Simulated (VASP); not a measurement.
# NiF (F-43m) in VASP: relaxation of the atoms with RPBE

Aim: the relaxation of the atoms of NiF with RPBE.

Program: VASP 6.6.1. These are calculated values, not measurements. Logs are shortened: lines on timing, memory, paths and dates and some standing lists are left out, and cuts for length are marked.

**1. Starting point**

Symmetry: F-43m, No. 216, cubic system. Conventional cell: a = 4.670 Å, b = 4.670 Å, c = 4.670 Å, α = 90.00°, β = 90.00°, γ = 90.00°. Around Ni (site symmetry -43m) lie 4 F at 2.02 Å. Around F (site symmetry -43m) lie 4 Ni at 2.02 Å.

The cell was built by a generator and needn't be a form met in nature.

**2. Relaxation of the atoms, RPBE, collinear spin, ferromagnetic start**

File INCAR:

```
SYSTEM = NiF
ALGO     = Fast           ! electronic algorithm
EDIFF    = 1E-6           ! SCF threshold, eV
EDIFFG   = -0.02          ! ionic threshold
ENCUT    = 520            ! plane-wave cutoff, eV
GGA      = RP             ! functional
IBRION   = 2              ! ionic algorithm
ISIF     = 2              ! what is computed and relaxed
ISMEAR   = 0              ! smearing method
ISPIN    = 2              ! spin polarisation
LASPH    = .TRUE.         ! aspherical terms in the spheres
LCHARG   = .FALSE.        ! write CHGCAR
LMAXMIX  = 4              ! l up to which the mixer works
LORBIT   = 11             ! projections on sites
LREAL    = .FALSE.        ! projectors in reciprocal space
LWAVE    = .FALSE.        ! write WAVECAR
MAGMOM   = 1 0            ! initial moments
NELM     = 150            ! most SCF steps
NSW      = 60             ! ionic steps
PREC     = Accurate       ! precision mode
SIGMA    = 0.05           ! smearing width, eV
```

File KPOINTS:

```
k-points
0
G
  10 10 10
  0 0 0
```

File POSCAR:

```
NiF
1.0
    0.0000000000      2.3348415800      2.3348415800
    2.3348415800      0.0000000000      2.3348415800
    2.3348415800      2.3348415800      0.0000000000
Ni F
1 1
Direct
    0.0000000000      0.0000000000      0.0000000000
    0.7500000000      0.7500000000      0.7500000000
```

Potentials or basis: VASP PAW PBE potentials, release 64 (Ni, F).

The run is started by

```console
$ cat potpaw_PBE.64/Ni/POTCAR potpaw_PBE.64/F/POTCAR > POTCAR
$ mpirun -np 1 vasp_std > vasp.out
```

OUTCAR:

```text
SYSTEM = NiF
   EDIFF = 1E-6
   EDIFFG = -0.02
   ENCUT = 520
   GGA = RP
   IBRION = 2
   ISIF = 2
   ISMEAR = 0
   ISPIN = 2
   LASPH = .TRUE.
   LORBIT = 11
   LREAL = .FALSE.
   NELM = 150
   NSW = 60
   PREC = Accurate

 ion  position               nearest neighbor table
   1  0.000  0.000  0.000-   2 2.02   2 2.02   2 2.02   2 2.02
   2  0.750  0.750  0.750-   1 2.02   1 2.02   1 2.02   1 2.02

  LATTYP: Found a face centered cubic cell.
 ALAT       =     4.6696831600

  Lattice vectors:

 A1 = (   0.0000000000,   2.3348415800,   2.3348415800)
 A2 = (   2.3348415800,   0.0000000000,   2.3348415800)
 A3 = (   2.3348415800,   2.3348415800,   0.0000000000)

Analysis of symmetry for initial positions (statically):
=====================================================================
 Subroutine PRICEL returns:
 Original cell was already a primitive cell.

 Routine SETGRP: Setting up the symmetry group for a
 face centered cubic supercell.

 Subroutine GETGRP returns: Found 24 space group operations
 (whereof 24 operations were pure point group operations)
 out of a pool of 48 trial point group operations.

The static configuration has the point symmetry T_d .

Analysis of symmetry for dynamics (positions and initial velocities):
=====================================================================
 Subroutine PRICEL returns:
 Original cell was already a primitive cell.

 Routine SETGRP: Setting up the symmetry group for a
 face centered cubic supercell.

 Subroutine GETGRP returns: Found 24 space group operations
 (whereof 24 operations were pure point group operations)
 out of a pool of 48 trial point group operations.

The dynamic configuration has the point symmetry T_d .

Analysis of structural, dynamic, and magnetic symmetry:
=====================================================================
 Subroutine PRICEL returns:
 Original cell was already a primitive cell.

 Routine SETGRP: Setting up the symmetry group for a
 face centered cubic supercell.

 Subroutine GETGRP returns: Found 24 space group operations
 (whereof 24 operations were pure point group operations)
 out of a pool of 48 trial point group operations.

The overall configuration has the point symmetry T_d .

 Subroutine INISYM returns: Found 24 space group operations
 (whereof 24 operations are pure point group operations),
 and found     1 'primitive' translations

----------------------------------------------------------------------------------------

                                     Primitive cell

  volume of cell :      25.4567

  direct lattice vectors                    reciprocal lattice vectors
     0.000000000  2.334841580  2.334841580    -0.214147291  0.214147291  0.214147291
     2.334841580  0.000000000  2.334841580     0.214147291 -0.214147291  0.214147291
     2.334841580  2.334841580  0.000000000     0.214147291  0.214147291 -0.214147291

  length of vectors
     3.301964628  3.301964628  3.301964628     0.370913989  0.370913989  0.370913989

  position of ions in fractional coordinates (direct lattice)
     0.000000000  0.000000000  0.000000000
     0.750000000  0.750000000  0.750000000

  ion indices of the primitive-cell ions
   primitive index   ion index
                 1           1
                 2           2

----------------------------------------------------------------------------------------

 KPOINTS: k-points

Automatic generation of k-mesh.
 Grid dimensions read from file:
 generate k-points for:   10   10   10

 Generating k-lattice:

  Cartesian coordinates                     Fractional coordinates (reciprocal lattice)
    -0.021414729  0.021414729  0.021414729     0.100000000  0.000000000  0.000000000
     0.021414729 -0.021414729  0.021414729     0.000000000  0.100000000  0.000000000
     0.021414729  0.021414729 -0.021414729     0.000000000  0.000000000  0.100000000

  Length of vectors
     0.037091399  0.037091399  0.037091399

  Shift w.r.t. Gamma in fractional coordinates (k-lattice)
     0.000000000  0.000000000  0.000000000

 Subroutine IBZKPT returns following result:
 ===========================================

[... 34 lines left out ...]
   ions per type =               1   1
   NGX,Y,Z   is equivalent  to a cutoff of  14.10, 14.10, 14.10 a.u.
   NGXF,Y,Z  is equivalent  to a cutoff of  28.19, 28.19, 28.19 a.u.
 SYSTEM =  NiF
   PREC   = accura    normal or accurate (medium, high low for compatibility)
   ISTART =      0    job   : 0-new  1-cont  2-samecut
   ICHARG =      2    charge: 1-file 2-atom 10-const
   ISPIN  =      2    spin polarized calculation?
   LNONCOLLINEAR =      F non collinear calculations
   LSORBIT =      F    spin-orbit coupling
   LASPH  =      T    aspherical Exc in radial PAW
   ENCUT  =  520.0 eV  38.22 Ry    6.18 a.u.   6.14  6.14  6.14*2*pi/ulx,y,z
   NELM   =    150;   NELMIN=  2; NELMDL= -5     # of ELM steps
   EDIFF  = 0.1E-05   stopping-criterion for ELM
   LREAL  =      F    real-space projection
   EDIFFG = -.2E-01   stopping-criterion for IOM
   NSW    =     60    number of steps for IOM
   IBRION =      2    ionic relax: 0-MD 1-quasi-New 2-CG
   NFREE  =      1    steps in history (QN), initial steepest desc. (CG)
   ISIF   =      2    stress and relaxation
   ISYM   =      2    0-nonsym 1-usesym 2-fastsym
   POTIM  = 0.5000    time-step for ionic-motion
   TEBEG  =    0.0;   TEEND  =   0.0 temperature during run
   PSTRESS=    0.0 pullay stress
   NELECT =      17.0000    total number of electrons
   NUPDOWN=      -1.0000    fix difference up-down
   EMIN   =  10.00;   EMAX   =-10.00  energy-range for DOS
   EFERMI =   0.00;   METHOD = LEGACY
   ISMEAR =     0;   SIGMA  =   0.05  broadening in eV -4-tet -1-fermi 0-gaus
   EFERMI_NEDOS =   21; number of points for ismear=-14 and -15
   IALGO  =     68    algorithm
   IMIX   =      4    mixing-type and parameters
     AMIX     =   0.40;   BMIX     =  1.00
     AMIX_MAG =   1.60;   BMIX_MAG =  1.00
  volume/ion in A,a.u.               =      12.73        85.90
  Fermi-wavevector in a.u.,A,eV,Ry     =   1.430948  2.704099 27.859438  2.047611
  Thomas-Fermi vector in A             =   2.550737
   LORBIT       =     11    0 simple, 1 ext, 2 COOP (PROOUT), +10 PAW based schemes
   GGA     = RP    functional components
   LHFCALC =     F    Hartree Fock is set to
   AEXX    =    0.0000 exact exchange contribution
   IVDW    =     0    specifies the selected vdW correction
   LEPSILON=     F    determine dielectric tensor
   LRPA    =     F    only Hartree local field effects (RPA)
 conjugate gradient relaxation of ions
 spin polarized calculation
 RMM-DIIS sequential band-by-band and
 Gauss-broadening in eV      SIGMA  =   0.05
  energy-cutoff  :      520.00
  volume of cell :       25.46
 maximum number of plane-waves:       701
 NGX is ok and might be reduce to    28
   NGX = 13   NGY = 13   NGZ = 13

 number of electron      17.0000004 magnetization       1.1338270

 Free energy of the ion-electron system (eV)
  ---------------------------------------------------
  ext. energy  EPLUGINS =         0.00000000
  ---------------------------------------------------
  free energy    TOTEN  =        -7.38075541 eV

  energy without entropy =       -7.37338160  energy(sigma->0) =       -7.37706850

 E-fermi :   5.2986     XC(G=0): -10.2493

 val. band max:        5.2927057810   @ k =  -0.4000   0.3000   0.0000
 cond. band min:       5.3059649022   @ k =   0.5000   0.2000   0.0000
 fundamental gap:      0.0132591212
 Fermi energy:         5.2986394181

 spin component 1

 k-point     1 :       0.0000    0.0000    0.0000
  band No.  band energies     occupation
      1     -20.9478      1.00000
      2      -2.4399      1.00000
      3      -2.4399      1.00000
      4      -2.4399      1.00000
      5       3.1763      1.00000
      6       3.5656      1.00000
      7       3.5656      1.00000
      8       4.3236      1.00000
      9       4.3236      1.00000
     10       4.3236      1.00000
     11      18.2256      0.00000
     12      18.2256      0.00000
     13      18.2256      0.00000
[... 356 lines left out ...]
      2      -3.2602      1.00000
      3      -2.4003      1.00000
      4      -2.3573      1.00000
      5       2.9451      1.00000
      6       3.6347      1.00000
      7       3.7359      1.00000
      8       3.8794      1.00000
      9       3.9808      1.00000
     10       7.5654      0.00000
     11      13.5371      0.00000
     12      15.1292      0.00000
     13      16.9031      0.00000

 [... further k-points ...]

 spin component 2

 k-point     1 :       0.0000    0.0000    0.0000
  band No.  band energies     occupation
      1     -20.8158      1.00000
      2      -2.1895      1.00000
      3      -2.1895      1.00000
      4      -2.1895      1.00000
      5       3.0394      1.00000
      6       4.2739      1.00000
      7       4.2739      1.00000
      8       5.6699      0.00000
      9       5.6699      0.00000
     10       5.6699      0.00000
     11      18.2936      0.00000
     12      18.2936      0.00000
     13      18.2936      0.00000
[... 356 lines left out ...]
      2      -3.1319      1.00000
      3      -2.2255      1.00000
      4      -2.1767      1.00000
      5       3.8995      1.00000
      6       4.4814      1.00000
      7       4.6499      1.00000
      8       5.2849      0.65148
      9       5.2894      0.60356
     10       7.5948      0.00000
     11      13.6839      0.00000
     12      15.0513      0.00000
     13      16.9005      0.00000

 [... further k-points ...]
[... 5 lines left out ...]
  --------------------------------------------------------------------------------------
  -------------------------------------------------------------------------------------
  Total        1.8532727      1.8532727      1.8532727      0.0000000      0.0000000      0.0000000
  in kB      116.6400375    116.6400375    116.6400375      0.0000000      0.0000000      0.0000000
  external PRESSURE =     116.6400375 kB  Pullay stress =       0.0000000 kB

 VOLUME and BASIS-vectors are now :
 -----------------------------------------------------------------------------
  energy-cutoff  :      520.00
  volume of cell :       25.46
      direct lattice vectors                 reciprocal lattice vectors
     0.000000000  2.334841580  2.334841580    -0.214147291  0.214147291  0.214147291
     2.334841580  0.000000000  2.334841580     0.214147291 -0.214147291  0.214147291
     2.334841580  2.334841580  0.000000000     0.214147291  0.214147291 -0.214147291

 POSITION                                       TOTAL-FORCE (eV/Angst)
 -----------------------------------------------------------------------------------
      0.00000      0.00000      0.00000        -0.000000     -0.000000     -0.000000
      3.50226      3.50226      3.50226         0.000000      0.000000      0.000000
 -----------------------------------------------------------------------------------
    total drift:                                0.000000      0.000000      0.000000

  FREE ENERGIE OF THE ION-ELECTRON SYSTEM (eV)
  ---------------------------------------------------
  free  energy   TOTEN  =        -7.3807554099 eV

  energy  without entropy=       -7.3733815952  energy(sigma->0) =       -7.37706850

 reached required accuracy - stopping structural energy minimisation

 total charge

# of ion       s       p       d       tot
------------------------------------------
    1        0.253   0.270   8.418   8.940
    2        1.752   4.336   0.000   6.088
--------------------------------------------------
tot          2.004   4.606   8.418  15.028

 magnetization (x)

# of ion       s       p       d       tot
------------------------------------------
    1       -0.007  -0.004   1.132   1.122
    2       -0.001   0.075   0.000   0.074
--------------------------------------------------
tot         -0.008   0.071   1.132   1.195
```

It took 34 s on 1 thread of Intel Xeon Platinum 8488C (Sapphire Rapids), shared host; peak memory 0.18 GiB.

What came out:

- Free energy: -7.3808 eV
- Pressure after relaxing: 11.7 GPa
- Band gap on the k mesh: none (metal or under the smearing width)
- Net moment: 1.13 μB per cell
- Site moments: Ni +1.12; F +0.07 μB
- Valence electrons inside the program's atomic spheres: Ni 8.94; F 6.09

Final structure:
```xyz
2
Lattice="0.0000 2.3348 2.3348 2.3348 0.0000 2.3348 2.3348 2.3348 0.0000" Properties=species:S:1:pos:R:3 pbc="T T T"
Ni    0.0000    0.0000    0.0000
F     3.5023    3.5023    3.5023
```

Caveat: the relaxation stopped at its first step, so nothing moved; the PAW data sets were made with another functional, which shifts forces and pressure a little; a cell with one magnetic atom can't hold antiferromagnetic order, which such compounds often take; semilocal functionals often make such compounds metallic where correlation or magnetic order opens a gap, which also shifts bond lengths. With open d or f shells a metallic result of RPBE can be an artefact of self-interaction; +U or a hybrid may open a gap.

**3. For comparison**

An earlier run on the cell as given: functional PBE; potentials or basis VASP PAW PBE potentials, release 64 (Ni, F); cutoff 520 eV; k mesh 10 × 10 × 10; occupations fermi-dirac, width 0.05 eV; collinear spin, ferromagnetic start; starting moments [1.0, 0.0] μB.

* Pressure: 7.3 GPa
* Band gap on the k mesh: none (metal or under the smearing width)
* Net moment: 1.16 μB per cell
* Site moments: Ni +1.13; F +0.07 μB
* Valence electrons inside the program's atomic spheres: Ni 8.94; F 6.07
